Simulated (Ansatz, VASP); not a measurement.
# Cross-check of Ca (ladder Ca chain) between VASP and Ansatz

One calculation is typed for both programs; each brings its own data sets. How far apart do they land? The structure shown is the start of the Ansatz relaxation below; VASP solves that cell, so the two are compared at the walk's first step.

Main program and level: Ansatz 0.2.0; plane waves, with VASP 6.6.1 beside it; single point at PBE, single point at LDA and single point at RPBE.

## (1) The starting structure

The cell holds 2 atoms: 2 Ca. Its edges and angles: a = 13.500 Å, b = 12.000 Å, c = 3.444 Å, α = 90.0°, β = 90.0°, γ = 90.0°. Vacuum lies along a and b. The structure's axis is c.

Structure file:

```cif
data_structure
_symmetry_space_group_name_H-M 'P 1'
_symmetry_Int_Tables_number 1
_cell_length_a 13.5000
_cell_length_b 12.0000
_cell_length_c 3.4443
_cell_angle_alpha 90.000
_cell_angle_beta 90.000
_cell_angle_gamma 90.000
_cell_volume 557.98
loop_
_atom_site_label
_atom_site_type_symbol
_atom_site_fract_x
_atom_site_fract_y
_atom_site_fract_z
_atom_site_occupancy
Ca1 Ca 0.39101 0.50000 0.00000 1
Ca2 Ca 0.60899 0.50000 0.50000 1
```

## (2) Ansatz: relaxation, PBE

Ansatz runs on its default PAW (the set named soft_2) files.

The two programs are compared at the cell with which this relaxation starts, whose forces are those of its first step.

input.yaml reads:

```yaml
crystal:
  lattice:
    - [13.5, 0.0, 0.0]
    - [0.0, 12.0, 0.0]
    - [0.0, 0.0, 3.44432]
  atoms:
    - { symbol: Ca, position: [0.39101037, 0.5, 0.0] }
    - { symbol: Ca, position: [0.60898963, 0.5, 0.5] }
kpoints:
  mp_grid: { grid: [1, 1, 24] }
scf:
  occupations: { method: fermi_dirac, width: 0.05 }
hamiltonian:
  xc: pbe
relax:
  cell: { fix: [a, b, alpha, beta, gamma] }
  max_steps: 60
```

Run with:

```bash
$ ansatz run input.yaml --threads 4 --pin off --max-ram 16384MiB --backend cpu --events-out ev --progress --plain --runs-dir out
```

Numbers of over 12 decimals in the logs are rounded to 6 here.

The log of the run:

```text
Engine: ansatz 0.2.0, x86_64-unknown-linux-gnu
Pseudopotentials: kind: paw
Pseudopotential: Ca, paw, valence charge 10, recommended cutoff 420 eV (normal), Ca.paw.azcp
Functional definition: PBE
  parameter kappa = 0.804
  parameter beta = 0.066725
  exchange = pbe_x(kappa = kappa, mu = beta*pi^2/3)
  correlation = pbe_c(beta = beta)
Crystal: 2 atoms, lattice volume = 557.980 Å³
Basis set: ecut = 420 eV, 10943 PW (Γ), exchange–correlation on 192×162×48 points (8 copies of the dense FFT grid, shifted against one another)
Bands: 14, of which v1, the nominal top of the filled ones, is band 10 counted from 1 (9 counted from 0)
Symmetry: 8 space group operations
Space group: Pmma (ITA 51), of the structure as read, at distance tolerance 8.2e-5 Å
k-points: 13 of 24
Non-local potential: Ca, projectors of the file, l = 0: 3, l = 1: 2, l = 2: 2
PAW form: soft (Blöchl's): semilocal exchange-correlation on the pseudo side does not see the compensation charge
PAW one-centre angular grid: Ca, 110 points (default); XC on 64 Gauss nodes
Initial density: superposition of atomic densities (neutral atoms: chi_scale 0, normalization atom), corrected by the library's trained network
Initial wavefunctions: pseudopotential atomic-orbital guess
Functional: x = pbe(κ = 0.804, μ = 0.219515), c = pbe(β = 0.066725)
SCF iter   1: F=—  HF=-3631.177200 eV  |F-HF|=—  |Δ(HF+E_count)|=         —  Δρ=1.56e-3  dr2=8.23e-2  ethr=1.77e-3  ⟨swp⟩=10.5  Hψ=1544  notcnv=0
preconditioner: auto → LDOS  [metal: Δε(μ)=0.029 eV  Ē_g=1.782 eV  σ=0.050 eV  W_gap=0.14  n_scr=30 (ndim 8)  ℏωp=3.1 eV  f_vac=0.683  D(μ)=4.76/eV (n_scr^D=20)  β→1.0]
SCF iter   2: F=—  HF=-3631.162144 eV  |F-HF|=—  |Δ(HF+E_count)|=   1.51e-2  Δρ=6.85e-4  dr2=4.06e-3  ethr=4.11e-4  ⟨swp⟩=2.0  Hψ=351  notcnv=0
SCF iter   3: F=—  HF=-3631.166844 eV  |F-HF|=—  |Δ(HF+E_count)|=   4.70e-3  Δρ=3.89e-4  dr2=3.28e-3  ethr=2.03e-5  ⟨swp⟩=2.2  Hψ=335  notcnv=0
SCF iter   4: F=—  HF=-3631.166512 eV  |F-HF|=—  |Δ(HF+E_count)|=   3.32e-4  Δρ=1.43e-4  dr2=1.89e-4  ethr=1.64e-5  ⟨swp⟩=2.7  Hψ=274  notcnv=0
SCF iter   5: F=—  HF=-3631.166670 eV  |F-HF|=—  |Δ(HF+E_count)|=   1.59e-4  Δρ=5.61e-5  dr2=2.42e-5  ethr=9.46e-7  ⟨swp⟩=2.0  Hψ=290  notcnv=0
SCF iter   6: F=—  HF=-3631.166795 eV  |F-HF|=—  |Δ(HF+E_count)|=   1.25e-4  Δρ=2.93e-5  dr2=1.13e-5  ethr=1.21e-7  ⟨swp⟩=2.2  Hψ=294  notcnv=0
SCF iter   7: F=—  HF=-3631.166798 eV  |F-HF|=—  |Δ(HF+E_count)|=   3.52e-6  Δρ=8.06e-6  dr2=6.33e-7  ethr=5.64e-8  ⟨swp⟩=2.0  Hψ=282  notcnv=0
SCF iter   8: F=-3631.166799 eV  HF=-3631.166799 eV  |F-HF|=2.76e-8  |Δ(HF+E_count)|=   8.21e-7  Δρ=2.38e-6  dr2=5.85e-8  ethr=5.00e-10  ⟨swp⟩=5.5  Hψ=653  notcnv=0
SCF 1 converged in 8 iterations: F = -3631.166799 eV  dr2 = 5.85e-8
  greatest PAW one-centre occupation: 0.996 electrons in one spin orbital (limit 2), on the Ca atom at site 1 (counted from 0), in its partial waves of l = 0
relax step   1: F+E_penalty+E_count = -3631.16679925 eV  Δ(F+E_penalty+E_count) = +0.000e0 eV  max|allowed force component| = 5.701e-1 eV/Å  Δτ_max = 0.0000 Å  P = +0.540 GPa  Ω = 557.980 Å³  fix = [a, b, alpha, beta, gamma]  reactions: a +0.496, b +0.007 GPa  (8 SCF iters, dr2 threshold 1.00e-7 eV, accepted)
[...]
relax step   3: F+E_penalty+E_count = -3631.41843256 eV  Δ(F+E_penalty+E_count) = -9.384e-2 eV  max|allowed force component| = 1.554e-2 eV/Å  Δτ_max = 0.0375 Å  P = +0.111 GPa  Ω = 602.274 Å³  energy of the carried Pulay correction = -2.523e-4 eV  fix = [a, b, alpha, beta, gamma]  reactions: a +0.032, b +0.004 GPa  (7 SCF iters, dr2 threshold 2.00e-7 eV, accepted)
[...]
relax step   4: F+E_penalty+E_count = -3631.43942444 eV  Δ(F+E_penalty+E_count) = -2.099e-2 eV  max|allowed force component| = 1.410e-2 eV/Å  Δτ_max = 0.0109 Å  P = -0.000 GPa  Ω = 630.173 Å³  energy of the carried Pulay correction = -4.016e-4 eV  fix = [a, b, alpha, beta, gamma]  reactions: a +0.030, b +0.001 GPa  (7 SCF iters, dr2 threshold 2.00e-7 eV, accepted)
[...]
relax step   5: F+E_penalty+E_count = -3631.43986288 eV  Δ(F+E_penalty+E_count) = -4.384e-4 eV  max|allowed force component| = 6.723e-3 eV/Å  Δτ_max = 0.0090 Å  P = +0.003 GPa  Ω = 627.105 Å³  energy of the carried Pulay correction = -3.856e-4 eV  fix = [a, b, alpha, beta, gamma]  reactions: a +0.013, b +0.002 GPa  (7 SCF iters, dr2 threshold 1.24e-8 eV, accepted)
[...]
relax step   6: F+E_penalty+E_count = -3631.44056470 eV  Δ(F+E_penalty+E_count) = -7.018e-4 eV  max|allowed force component| = 6.731e-3 eV/Å  Δτ_max = 0.0000 Å  P = +0.005 GPa  Ω = 627.105 Å³  fix = [a, b, alpha, beta, gamma]  reactions: a +0.014, b +0.002 GPa  stress off target by 5.36e-4 GPa on what of the cell is left free  SCF on the basis re-selected at this cell (its energy is not comparable with the rows above)  (5 SCF iters)
basis re-selected at this cell: Δ(F+E_penalty+E_count) = -7.018e-4 eV, ΔP = +0.001 GPa vs the last step (what re-selecting the basis moved, of the pressure what is left beyond the Pulay correction that the steps carried, after the strain that the cell walked since its last selection, with what the two solves' SCF thresholds leave and, on support functions, any second-order correction that the steps lacked; it is no measure of the basis error at this ecutwfc). The dense FFT grid was sized anew with the basis: this SCF ran on 96×81×27 points, the steps before it on 96×81×24, so part of this shift can come from that change (see relax.cell in the input reference). [rest of the remark cut]
SCF converged after 5 iterations
Free energy (F): -3631.440565 eV
Harris-Foulkes:  -3631.440565 eV  (|F-HF|=4.55e-12)
Internal energy: -3631.403547 eV  (E = F + TS)
E sigma→0 (E₀):  -3631.422056 eV
Entropy (-TS):   -0.037017 eV (-18.509 meV/atom)
Fermi energy:    -1.398769 eV
--- Per-component energies (eV) ---
  E_band       = -495.755259
  E_kinetic    = 547.479732
  E_local      = -3828.892687  (includes V_loc(G=0)·N_el)
  E_nonlocal   = 127.562350
  E_hartree    = 1561.013680
  E_xc         = -269.018591
  E_vxc        = -335.044563  (∫ρ·V_xc dr)
  E_paw        = -1716.357662  (= ΣΔE_a)
  E_vpaw       = -128.887500  (= ΣTr[D̂ρ^β])
  E_aug_tail   = -0.000012  (compensation charges beyond the density's cutoff)
  E_ewald      = -53.190357
  E_smearing   = -0.037017  (= −TS)
  E_closure    = 0.000000  (closes the sum)
  Σ components = -3631.440565   (vs F -3631.440565, Δ=0.00e0)
--- Forces (eV/Å), atoms counted from 1 ---
  atom   1  Ca     0.00673062     0.00000000     0.00000000
  atom   2  Ca    -0.00673062     0.00000000     0.00000000
  max |Σ_I F_I| component: 1.73e-18 eV/Å
--- Stress (GPa, compression-positive) ---
        0.013587       0.000000       0.000000
        0.000000       0.001837       0.000000
        0.000000       0.000000      -0.000536
  P = ⅓ Tr σ = 0.0050 GPa (0.050 kbar)
--- Relaxed structure (5 steps of the walk, 5 accepted, 1 SCFs on fresh bases) ---
  F+E_penalty+E_count = -3631.44056470 eV   max|allowed force component| = 6.731e-3 eV/Å   (the final SCF, on the basis selected at the relaxed cell)
  cell:  # Å, volume = 627.1048 Å³
    - [13.5, 0.0, 0.0]
    - [0.0, 12.0, 0.0]
    - [0.0, 0.0, 3.871017]
  atoms:
    - { symbol: Ca, position: [0.382119, 0.5, 0.0] }
    - { symbol: Ca, position: [0.617881, 0.5, 0.5] }
```

## (3) VASP: single point, PBE, start cell

The same cell, functional, mesh and smearing now go to VASP, with its own data sets.

Lines of VASP's logs that name or quote its potential files are left out, and so is its time.

INCAR reads:

```
SYSTEM = Ca
PREC = Accurate
ENCUT = 400
EDIFF = 1E-06
NELM = 120
ISMEAR = -1
SIGMA = 0.05
LREAL = .FALSE.
ALGO = Normal
GGA = PE
NBANDS = 16
LORBIT = 11
LWAVE = .FALSE.
LCHARG = .FALSE.
ISIF = 2
LASPH = .TRUE.
GGA_COMPAT = .FALSE.
KPAR = 2
```

POSCAR reads:

```
Ca
1.0
   13.5000000000      0.0000000000      0.0000000000
    0.0000000000     12.0000000000      0.0000000000
    0.0000000000      0.0000000000      3.4443200000
Ca
2
Direct
    0.3910103704      0.5000000000      0.0000000000
    0.6089896296      0.5000000000      0.5000000000
```

KPOINTS reads:

```
Automatic mesh
0
Gamma
1 1 24
0 0 0
```

The projector-augmented-wave data sets are Ca_sv (PBE family, release 64).

Run with:

```bash
$ mpirun -np 2 vasp_std
```

The log of the run:

```text
[banner, memory and clock lines left out]
running    2 mpi-ranks, on    1 nodes
 distrk:  each k-point on    1 cores,    2 groups
 distr:  one band on    1 cores,    1 groups

 POSCAR found type information on POSCAR Ca
 POSCAR found :  1 types and       2 ions
 LDA part: xc-table for (Slater+PW92), standard interpolation
 POSCAR, INCAR and KPOINTS ok, starting setup
 FFT: planning ... GRIDC
 FFT: planning ... GRID_SOFT
 FFT: planning ... GRID
 WAVECAR not read
 entering main loop
       N       E                     dE             d eps       ncg     rms          rms(c)
DAV:   1     0.821651165789E+02    0.82165E+02   -0.85377E+03   640   0.680E+02
DAV:   2     0.658916320189E+01   -0.75576E+02   -0.74560E+02   584   0.188E+02
DAV:   3    -0.216796192373E+01   -0.87571E+01   -0.85502E+01   800   0.376E+01
DAV:   4    -0.249018946689E+01   -0.32223E+00   -0.32202E+00   592   0.892E+00
DAV:   5    -0.250199717922E+01   -0.11808E-01   -0.11807E-01   712   0.147E+00    0.388E+00
DAV:   6    -0.138889931759E+01    0.11131E+01   -0.38338E+00   552   0.701E+00    0.167E+00
DAV:   7    -0.130996041750E+01    0.78939E-01   -0.43192E-01   616   0.227E+00    0.729E-01
DAV:   8    -0.130558248074E+01    0.43779E-02   -0.32885E-02   592   0.197E+00    0.178E-01
DAV:   9    -0.130498143358E+01    0.60105E-03   -0.50805E-03   616   0.478E-01    0.157E-01
DAV:  10    -0.130472531784E+01    0.25612E-03   -0.69196E-03   592   0.827E-01    0.157E-01
DAV:  11    -0.130319548319E+01    0.15298E-02   -0.26659E-03   608   0.350E-01    0.105E-01
DAV:  12    -0.130407632483E+01   -0.88084E-03   -0.71513E-04   536   0.316E-01    0.326E-02
DAV:  13    -0.130517988510E+01   -0.11036E-02   -0.65933E-04   504   0.172E-01    0.363E-02
DAV:  14    -0.130567104046E+01   -0.49116E-03   -0.28946E-04   520   0.121E-01    0.152E-02
DAV:  15    -0.130587161010E+01   -0.20057E-03   -0.72568E-05   544   0.807E-02    0.136E-02
DAV:  16    -0.130604957330E+01   -0.17796E-03   -0.33124E-05   512   0.534E-02    0.420E-03
DAV:  17    -0.130612993824E+01   -0.80365E-04   -0.15178E-05   408   0.123E-02    0.178E-03
DAV:  18    -0.130621564864E+01   -0.85710E-04   -0.16819E-05   384   0.896E-03    0.812E-04
DAV:  19    -0.130622063320E+01   -0.49846E-05   -0.92720E-07   520   0.538E-03    0.123E-03
DAV:  20    -0.130622164167E+01   -0.10085E-05   -0.59543E-07   384   0.540E-03    0.331E-04
DAV:  21    -0.130622182827E+01   -0.18660E-06   -0.57558E-08   472   0.138E-03
   1 F= -.13062218E+01 E0= -.12844490E+01  d E =-.435456E-01
```

Parts of OUTCAR (step 3):

```text
ion  position               nearest neighbor table
   1  0.391  0.500  0.000-
   2  0.609  0.500  0.500-

  LATTYP: Found a simple orthorhombic cell.
 ALAT       =     3.4443200000
 B/A-ratio  =     3.4839968412
 C/A-ratio  =     3.9194964463

 Subroutine GETGRP returns: Found  8 space group operations
 (whereof  4 operations were pure point group operations)

The static configuration has the point symmetry C_2v.
 The point group associated with its full space group is D_2h.

 Found     13 irreducible k-points:

   k-points           NKPTS =     13   k-points in BZ     NKDIM =     13   number of bands    NBANDS=     16

   dimension x,y,z NGX =    90 NGY =   80 NGZ =   24
   dimension x,y,z NGXF=   180 NGYF=  160 NGZF=   48

   ENCUT  =  400.0 eV  29.40 Ry    5.42 a.u.  22.02 19.57  5.62*2*pi/ulx,y,z

   NELECT =      20.0000    total number of electrons

 k-points in reciprocal lattice and weights: Automatic mesh
   0.00000000  0.00000000  0.00000000       0.042
   0.00000000  0.00000000  0.04166667       0.083
   0.00000000  0.00000000  0.08333333       0.083
   0.00000000  0.00000000  0.12500000       0.083
   0.00000000  0.00000000  0.16666667       0.083
   0.00000000  0.00000000  0.20833333       0.083
   0.00000000  0.00000000  0.25000000       0.083
   0.00000000  0.00000000  0.29166667       0.083
   0.00000000  0.00000000  0.33333333       0.083
   0.00000000  0.00000000  0.37500000       0.083
   0.00000000  0.00000000  0.41666667       0.083
   0.00000000  0.00000000  0.45833333       0.083
   0.00000000  0.00000000  0.50000000       0.042

 average (electrostatic) potential at core
       1 -53.4203       2 -53.4203

 E-fermi :  -1.8528

 k-point     1 :       0.0000    0.0000    0.0000
  band No.  band energies     occupation
    ...
      7     -25.3742      2.00000
      8     -25.3287      2.00000
      9      -4.7263      2.00000
     10      -3.3008      2.00000
     11      -1.9382      1.69296
     12      -1.3024      0.00003
     13      -1.2939      0.00003
     14      -1.0881      0.00000
     15      -0.8247      0.00000
     16      -0.8148      0.00000

 k-point     2 :       0.0000    0.0000    0.0417
  band No.  band energies     occupation
    ...
      7     -25.3768      2.00000
      8     -25.3330      2.00000
      9      -4.6981      2.00000
     10      -3.2710      2.00000
     11      -1.9290      1.64204
     12      -1.2940      0.00003
     13      -1.2845      0.00002
     14      -1.0698      0.00000
     15      -0.8103      0.00000
     16      -0.8094      0.00000

 k-point     3 :       0.0000    0.0000    0.0833
  band No.  band energies     occupation
    ...
      7     -25.3838      2.00000
      8     -25.3454      2.00000
      9      -4.6142      2.00000
     10      -3.1827      2.00000
     11      -1.9021      1.45645
     12      -1.2718      0.00002
     13      -1.2589      0.00001
     14      -1.0152      0.00000
     15      -0.7954      0.00000
     16      -0.7675      0.00000

  Total        1.7248120      0.0027540      3.8876164      0.0000000      0.0000000      0.0000000
  in kB        4.9526065      0.0079078     11.1628599      0.0000000      0.0000000      0.0000000
  external PRESSURE =       5.3744581 kB  Pullay stress =       0.0000000 kB

  energy-cutoff  :      400.00
  volume of cell :      557.98
      direct lattice vectors                 reciprocal lattice vectors
    13.500000000  0.000000000  0.000000000     0.074074074  0.000000000  0.000000000
     0.000000000 12.000000000  0.000000000     0.000000000  0.083333333  0.000000000
     0.000000000  0.000000000  3.444320000     0.000000000  0.000000000  0.290333070

 POSITION                                       TOTAL-FORCE (eV/Angst)
 -----------------------------------------------------------------------------------
      5.27864      6.00000      0.00000        -0.576945      0.000000      0.000000
      8.22136      6.00000      1.72216         0.576945      0.000000      0.000000
 -----------------------------------------------------------------------------------
    total drift:                                0.000000     -0.000000     -0.000000

  FREE ENERGIE OF THE ION-ELECTRON SYSTEM (eV)
  ---------------------------------------------------
  free  energy   TOTEN  =        -1.3062218283 eV

  energy  without entropy=       -1.2626762477  energy(sigma->0) =       -1.28444904

 total charge
# of ion       s       p       d       tot
------------------------------------------
    1        2.123   5.819   0.166   8.107
    2        2.123   5.819   0.166   8.107
--------------------------------------------------
tot          4.246  11.637   0.332  16.215

[... 3 further parts left out ...]
```

## (4) Differences

Known differences besides the potentials themselves: the cutoff is 420 eV in Ansatz and 400 eV in VASP. Total energies have different zeros and are not compared.

Forces (eV/Å; atoms numbered as in POSCAR):

```tsv
atom	Ansatz x, y, z	VASP x, y, z
Ca1	-0.570, 0.000, 0.000	-0.577, 0.000, 0.000
Ca2	0.570, 0.000, 0.000	0.577, 0.000, 0.000
```

The forces differ by 4.0 meV/Å r.m.s., which is 1.2 % of the r.m.s. force of 0.333 eV/Å (both taken over all components).

## (5) Ansatz: relaxation, LDA

The two programs are compared at the cell with which this relaxation starts, whose forces are those of its first step.

The structure compared here is the start of the Ansatz relaxation; VASP solves that cell, so the two are compared at the walk's first step.

input.yaml, the sections that differ from step 2:

```yaml
crystal:
  lattice:
    - [13.5, 0.0, 0.0]
    - [0.0, 12.0, 0.0]
    - [0.0, 0.0, 3.44432]
  atoms:
    - { symbol: Ca, position: [0.39101037, 0.5, 0.0], spin: 0.5 }
    - { symbol: Ca, position: [0.60898963, 0.5, 0.5], spin: 0.5 }
magnetization:
  spin_polarized: true
hamiltonian:
  xc: lda
# kpoints, scf, relax: as in step 2
```

Run with:

```bash
$ ansatz run input.yaml --threads 4 --pin off --max-ram 16384MiB --backend cpu --events-out ev --progress --plain --runs-dir out
```

The log of the run:

```text
[...]
Crystal: 2 atoms, lattice volume = 557.980 Å³
Basis set: ecut = 420 eV, 10943 PW (Γ)
Bands: 15, of which v1, the nominal top of the filled ones, is band 10 counted from 1 (9 counted from 0)
Symmetry: 8 space group operations
[...]
k-points: 13 of 24
[...]
Starting moments: Σ|m| = 1 μB on 2 of 2 sites
[...]
0.000000       0.002558       0.000000
        0.000000       0.000000       0.024945
  P = ⅓ Tr σ = 0.0147 GPa (0.147 kbar)
--- Relaxed structure (4 steps of the walk, 4 accepted, 1 SCFs on fresh bases) ---
[...]
cell:  # Å, volume = 604.8339 Å³
    - [13.5, 0.0, 0.0]
    - [0.0, 12.0, 0.0]
    - [0.0, 0.0, 3.733542]
  atoms:
    - { symbol: Ca, position: [0.385828, 0.5, 0.0] }
    - { symbol: Ca, position: [0.614172, 0.5, 0.5] }
[key lines of the parts left out:]
SCF converged after 7 iterations
Magnetization: 0.3346 μB (10.1673 up, 9.8327 down)
Free energy (F): -3542.639155 eV
Fermi energy:    -1.539538 eV
```

(Continued in part 2 of 2.)

[Lines on the potential files, build, host, timing and source positions are cut from VASP's logs without a mark.]

[Logs are printed without paths, hosts, clocks, repeated set-up lines and the standing remarks that a program may print on its own settings, such as how far it seeks lower states.]

[Hosts, paths, dates, database ids (printed as entryN), source tags and the programs' standing remarks are cut or masked in the printed files.]
